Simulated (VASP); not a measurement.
# Be2CdS3 (Cmc2_1) in VASP: a series of runs, part 2 of 2

VASP 6.6.1. The steps go on from the part before.

### 3 Band structure, PBE

The input, POSCAR:

```
Be2CdS3
1.0
    5.5236600000     -3.1932600000      0.0000000000
    5.5236600000      3.1932600000      0.0000000000
    0.0000000000      0.0000000000      5.9756000000
Be Cd S
4 2 6
Direct
    0.4850280000      0.1684930000      0.0043390000
    0.8315070000      0.5149720000      0.0043390000
    0.5149720000      0.8315070000      0.5043390000
    0.1684930000      0.4850280000      0.5043390000
    0.1783380000      0.8216620000      0.9994580000
    0.8216620000      0.1783380000      0.4994580000
    0.5489620000      0.8367180000      0.8610820000
    0.1632820000      0.4510380000      0.8610820000
    0.7827390000      0.2172610000      0.9248950000
    0.4510380000      0.1632820000      0.3610820000
    0.8367180000      0.5489620000      0.3610820000
    0.2172610000      0.7827390000      0.4248950000
```

The input, INCAR.step1:

```
SYSTEM = Be2CdS3
PREC = Accurate ; ENCUT = 520
EDIFF = 1E-6 ; ISMEAR = 0
SIGMA = 0.03 ; LREAL = .False.
LASPH = .True. ; NELM = 100
ALGO = Fast ; ISIF = 2
LWAVE = .False. ; LCHARG = .True.
GGA = PE ; KPAR = 4
```

The input, KPOINTS.step1:

```
regular mesh
0
Gamma
  6 6 4
  0 0 0
```

The input, INCAR.step2:

```
SYSTEM = Be2CdS3
PREC = Accurate ; ENCUT = 520
EDIFF = 1E-6 ; ISMEAR = 0
SIGMA = 0.05 ; LREAL = .False.
LASPH = .True. ; NELM = 100
ALGO = Fast ; ISIF = 2
LWAVE = .False. ; LCHARG = .False.
GGA = PE ; KPAR = 4
ICHARG = 11
```

The input, KPOINTS.step2:

```
path GXSRAZGYX1A1TY,ZT
10
line-mode
reciprocal
 0.0000000000  0.0000000000  0.0000000000  G
 0.3335515851 -0.3335515851  0.0000000000  X

 0.3335515851 -0.3335515851  0.0000000000  X
 0.0000000000 -0.5000000000  0.0000000000  S

 0.0000000000 -0.5000000000  0.0000000000  S
 0.0000000000 -0.5000000000 -0.5000000000  R

 0.0000000000 -0.5000000000 -0.5000000000  R
 0.3335515851 -0.3335515851 -0.5000000000  A

 0.3335515851 -0.3335515851 -0.5000000000  A
 0.0000000000  0.0000000000 -0.5000000000  Z

 0.0000000000  0.0000000000 -0.5000000000  Z
 0.0000000000  0.0000000000  0.0000000000  G

 0.0000000000  0.0000000000  0.0000000000  G
-0.5000000000 -0.5000000000  0.0000000000  Y

-0.5000000000 -0.5000000000  0.0000000000  Y
-0.3335515851 -0.6664484149  0.0000000000  X1

-0.3335515851 -0.6664484149  0.0000000000  X1
-0.3335515851 -0.6664484149 -0.5000000000  A1

-0.3335515851 -0.6664484149 -0.5000000000  A1
-0.5000000000 -0.5000000000 -0.5000000000  T

-0.5000000000 -0.5000000000 -0.5000000000  T
-0.5000000000 -0.5000000000  0.0000000000  Y

 0.0000000000  0.0000000000 -0.5000000000  Z
-0.5000000000 -0.5000000000 -0.5000000000  T
```

Potentials or basis: VASP PAW PBE potentials, release 64 (Be, Cd, S).

Launch:

```
> cat potpaw_PBE.64/Be/POTCAR potpaw_PBE.64/Cd/POTCAR potpaw_PBE.64/S/POTCAR > POTCAR
> cp INCAR.step1 INCAR
> cp KPOINTS.step1 KPOINTS
> mpirun -np 4 vasp_std > vasp.out
> cp INCAR.step2 INCAR
> cp KPOINTS.step2 KPOINTS
> mpirun -np 4 vasp_std > vasp.out
```

OUTCAR:

```text
SYSTEM = Be2CdS3
   PREC = Accurate
   ENCUT = 520
   EDIFF = 1E-6
   ISMEAR = 0
   LREAL = .False.
   LASPH = .True.
   NELM = 100
   ISIF = 2
   GGA = PE
   ICHARG = 11

 ion  position               nearest neighbor table
   1  0.485  0.168  0.004-   8 2.12   7 2.13   9 2.13  10 2.14
   2  0.832  0.515  0.004-   7 2.12   8 2.13   9 2.13  11 2.14
   3  0.515  0.832  0.504-  11 2.12  10 2.13  12 2.13   7 2.14
   4  0.168  0.485  0.504-  10 2.12  11 2.13  12 2.13   8 2.14
   5  0.178  0.822  0.999-   7 2.55   8 2.55  12 2.55   9 2.57   6 3.76   6 3.76
   6  0.822  0.178  0.499-  10 2.55  11 2.55   9 2.55  12 2.57   5 3.76   5 3.76
   7  0.549  0.837  0.861-   2 2.12   1 2.13   3 2.14   5 2.55
   8  0.163  0.451  0.861-   1 2.12   2 2.13   4 2.14   5 2.55
   9  0.783  0.217  0.925-   1 2.13   2 2.13   6 2.55   5 2.57
  10  0.451  0.163  0.361-   4 2.12   3 2.13   1 2.14   6 2.55
  11  0.837  0.549  0.361-   3 2.12   4 2.13   2 2.14   6 2.55
  12  0.217  0.783  0.425-   3 2.13   4 2.13   5 2.55   6 2.57

  LATTYP: Found a base centered orthorhombic cell.
 ALAT       =     6.3865200000
 B/A-ratio  =     1.7297871141
 C/A-ratio  =     0.9356582301

  Lattice vectors:

 A1 = (  -5.5236600000,  -3.1932600000,   0.0000000000)
 A2 = (   5.5236600000,  -3.1932600000,   0.0000000000)
 A3 = (   0.0000000000,   0.0000000000,   5.9756000000)

Analysis of symmetry for initial positions (statically):
=====================================================================
 Subroutine PRICEL returns:
 Original cell was already a primitive cell.

 Routine SETGRP: Setting up the symmetry group for a
 base centered orthorhombic supercell.

 Subroutine GETGRP returns: Found  4 space group operations
 (whereof  2 operations were pure point group operations)
 out of a pool of  8 trial point group operations.

The static configuration has the point symmetry C_1h.
 The point group associated with its full space group is C_2v.

Analysis of symmetry for dynamics (positions and initial velocities):
=====================================================================
 Subroutine PRICEL returns:
 Original cell was already a primitive cell.

 Routine SETGRP: Setting up the symmetry group for a
 base centered orthorhombic supercell.

 Subroutine GETGRP returns: Found  4 space group operations
 (whereof  2 operations were pure point group operations)
 out of a pool of  8 trial point group operations.

The dynamic configuration has the point symmetry C_1h.
 The point group associated with its full space group is C_2v.

 Subroutine INISYM returns: Found  4 space group operations
 (whereof  2 operations are pure point group operations),
 and found     1 'primitive' translations

----------------------------------------------------------------------------------------

                                     Primitive cell

  volume of cell :     210.8010

  direct lattice vectors                    reciprocal lattice vectors
     5.523660000 -3.193260000  0.000000000     0.090519692 -0.156579796  0.000000000
     5.523660000  3.193260000  0.000000000     0.090519692  0.156579796  0.000000000
     0.000000000  0.000000000  5.975600000     0.000000000  0.000000000  0.167347212

  length of vectors
[... 83 lines left out ...]
   dimension x,y,z NGX =    48 NGY =   48 NGZ =   48
   dimension x,y,z NGXF=    96 NGYF=   96 NGZF=   96
   ions per type =               4   2   6
   NGX,Y,Z   is equivalent  to a cutoff of  12.51, 12.51, 13.35 a.u.
   NGXF,Y,Z  is equivalent  to a cutoff of  25.01, 25.01, 26.71 a.u.
 SYSTEM =  Be2CdS3
   PREC   = accura    normal or accurate (medium, high low for compatibility)
   ISTART =      0    job   : 0-new  1-cont  2-samecut
   ICHARG =     11    charge: 1-file 2-atom 10-const
   ISPIN  =      1    spin polarized calculation?
   LNONCOLLINEAR =      F non collinear calculations
   LSORBIT =      F    spin-orbit coupling
   LASPH  =      T    aspherical Exc in radial PAW
   ENCUT  =  520.0 eV  38.22 Ry    6.18 a.u.  11.86 11.86 11.11*2*pi/ulx,y,z
   NELM   =    100;   NELMIN=  2; NELMDL=  0     # of ELM steps
   EDIFF  = 0.1E-05   stopping-criterion for ELM
   LREAL  =      F    real-space projection
   EDIFFG = 0.1E-04   stopping-criterion for IOM
   NSW    =      0    number of steps for IOM
   IBRION =     -1    ionic relax: 0-MD 1-quasi-New 2-CG
   NFREE  =      0    steps in history (QN), initial steepest desc. (CG)
   ISIF   =      2    stress and relaxation
   ISYM   =      2    0-nonsym 1-usesym 2-fastsym
   POTIM  = 0.5000    time-step for ionic-motion
   TEBEG  =    0.0;   TEEND  =   0.0 temperature during run
   PSTRESS=    0.0 pullay stress
   NELECT =      68.0000    total number of electrons
   NUPDOWN=      -1.0000    fix difference up-down
   EMIN   =  10.00;   EMAX   =-10.00  energy-range for DOS
   EFERMI =   0.00;   METHOD = LEGACY
   ISMEAR =     0;   SIGMA  =   0.05  broadening in eV -4-tet -1-fermi 0-gaus
   EFERMI_NEDOS =   21; number of points for ismear=-14 and -15
   IALGO  =     68    algorithm
   IMIX   =      4    mixing-type and parameters
     AMIX     =   0.40;   BMIX     =  1.00
     AMIX_MAG =   1.60;   BMIX_MAG =  1.00
  volume/ion in A,a.u.               =      17.57       118.55
  Fermi-wavevector in a.u.,A,eV,Ry     =   1.122760  2.121709 17.151365  1.260590
  Thomas-Fermi vector in A             =   2.259422
   LORBIT       =      0    0 simple, 1 ext, 2 COOP (PROOUT), +10 PAW based schemes
   GGA     = PE    functional components
   LHFCALC =     F    Hartree Fock is set to
   AEXX    =    0.0000 exact exchange contribution
   IVDW    =     0    specifies the selected vdW correction
   LEPSILON=     F    determine dielectric tensor
   LRPA    =     F    only Hartree local field effects (RPA)
 non-spin polarized calculation
 RMM-DIIS sequential band-by-band and
 Gauss-broadening in eV      SIGMA  =   0.05
  energy-cutoff  :      520.00
  volume of cell :      210.80
 maximum number of plane-waves:      5710

 number of electron      68.0000007 magnetization

 Free energy of the ion-electron system (eV)
  ---------------------------------------------------
  ext. energy  EPLUGINS =         0.00000000
  ---------------------------------------------------
  free energy    TOTEN  =       -51.78315148 eV

  energy without entropy =      -51.78315148  energy(sigma->0) =      -51.78315148

 E-fermi :   3.1348     XC(G=0):  -9.5975

 val. band max:        2.8753590605   @ k =   0.0000   0.0000   0.0000
 cond. band min:       5.9429783493   @ k =   0.0000   0.0000   0.0000
 fundamental gap:      3.0676192888
 Fermi energy:         3.1348055143

 k-point     1 :       0.0000    0.0000    0.0000
  band No.  band energies     occupation
      1     -10.1866      2.00000
      2      -9.0739      2.00000
      3      -8.7338      2.00000
      4      -8.7186      2.00000
      5      -8.6952      2.00000
      6      -8.6936      2.00000
[... 1045 lines left out ...]
     40       8.4323      0.00000
     41       9.0238      0.00000

 [... further k-points ...]

------------------------ aborting loop because EDIFF is reached ----------------------------------------

  FORCE on cell =-STRESS in cart. coord.  units (eV):
  Direction    XX          YY          ZZ          XY          YZ          ZX
  --------------------------------------------------------------------------------------
  -------------------------------------------------------------------------------------
  Total        1.9013998     -0.4031168      0.0521200      0.0000000      0.0000000      0.0000000
  in kB       14.4514457     -3.0638590      0.3961344      0.0000000      0.0000000      0.0000000
  external PRESSURE =       3.9279070 kB  Pullay stress =       0.0000000 kB

 VOLUME and BASIS-vectors are now :
 -----------------------------------------------------------------------------
  energy-cutoff  :      520.00
  volume of cell :      210.80
      direct lattice vectors                 reciprocal lattice vectors
     5.523660000 -3.193260000  0.000000000     0.090519692 -0.156579796  0.000000000
     5.523660000  3.193260000  0.000000000     0.090519692  0.156579796  0.000000000
     0.000000000  0.000000000  5.975600000     0.000000000  0.000000000  0.167347212

 POSITION                                       TOTAL-FORCE (eV/Angst)
 -----------------------------------------------------------------------------------
      3.60983     -1.01078      0.02593         0.052835      0.070287     -0.016380
      7.43749     -1.01078      0.02593        -0.052835      0.070287     -0.016380
      7.43749      1.01078      3.01373        -0.052835     -0.070287     -0.016380
      3.60983      1.01078      3.01373         0.052835     -0.070287     -0.016380
      5.52366      2.05430      5.97236        -0.000000     -0.025280      0.025867
      5.52366     -2.05430      2.98456        -0.000000      0.025280      0.025867
      7.65403      0.91888      5.14548        -0.052110     -0.106221     -0.021683
      3.39329      0.91888      5.14548         0.052110     -0.106221     -0.021683
      5.52366     -1.80572      5.52680        -0.000000      0.109666      0.050259
      3.39329     -0.91888      2.15768         0.052110      0.106221     -0.021683
      7.65403     -0.91888      2.15768        -0.052110      0.106221     -0.021683
      5.52366      1.80572      2.53900        -0.000000     -0.109666      0.050259
 -----------------------------------------------------------------------------------
    total drift:                                0.000000      0.000000     -0.019099

  FREE ENERGIE OF THE ION-ELECTRON SYSTEM (eV)
  ---------------------------------------------------
  free  energy   TOTEN  =       -51.7831514782 eV

  energy  without entropy=      -51.7831514782  energy(sigma->0) =      -51.78315148
```

Wall time 2.7 min (4 MPI ranks of Intel Xeon 6975P-C (Granite Rapids), shared host); peak memory 0.88 GiB.

What came out:

| Item | Value |
| --- | --- |
| Band gap on the k mesh | 3.07 eV, direct |
| Band gap along the path | 3.07 eV, direct |

Levels at the corners of the path, in eV from the valence-band top:
```tsv
point	band 31	band 32	band 33	band 34	band 35	band 36	band 37	band 38
Γ	-0.78	-0.11	-0.01	0.00	3.07	3.51	4.33	4.40
X	-1.02	-0.69	-0.56	-0.50	3.57	3.71	4.49	4.89
X	-1.02	-0.69	-0.56	-0.50	3.57	3.71	4.49	4.89
S	-0.93	-0.87	-0.69	-0.41	3.44	3.92	5.18	5.20
S	-0.93	-0.87	-0.69	-0.41	3.44	3.92	5.18	5.20
R	-0.96	-0.96	-0.58	-0.58	3.84	3.84	4.99	4.99
R	-0.96	-0.96	-0.58	-0.58	3.84	3.84	4.99	4.99
A	-1.05	-1.05	-0.77	-0.77	3.99	3.99	4.49	4.49
A	-1.05	-1.05	-0.77	-0.77	3.99	3.99	4.49	4.49
Z	-0.46	-0.46	-0.35	-0.35	3.96	3.96	4.88	4.88
Z	-0.46	-0.46	-0.35	-0.35	3.96	3.96	4.88	4.88
Γ	-0.78	-0.11	-0.01	0.00	3.07	3.51	4.33	4.40
Γ	-0.78	-0.11	-0.01	0.00	3.07	3.51	4.33	4.40
Y	-1.00	-0.76	-0.58	-0.34	3.32	3.89	5.04	5.15
Y	-1.00	-0.76	-0.58	-0.34	3.32	3.89	5.04	5.15
X1	-1.02	-0.69	-0.56	-0.50	3.57	3.71	4.49	4.89
X1	-1.02	-0.69	-0.56	-0.50	3.57	3.71	4.49	4.89
A1	-1.05	-1.05	-0.77	-0.77	3.99	3.99	4.49	4.49
A1	-1.05	-1.05	-0.77	-0.77	3.99	3.99	4.49	4.49
T	-0.93	-0.93	-0.75	-0.75	4.00	4.00	5.01	5.03
T	-0.93	-0.93	-0.75	-0.75	4.00	4.00	5.01	5.02
Y	-1.00	-0.76	-0.58	-0.34	3.32	3.89	5.04	5.15
Z	-0.46	-0.46	-0.35	-0.35	3.96	3.96	4.88	4.88
T	-0.93	-0.93	-0.75	-0.75	4.00	4.00	5.01	5.02
```

Caveat: the log is that of the step along the path at fixed density, whose energy, stress, charges and moments have no meaning. As with any semilocal functional, this PBE gap is likely too small.
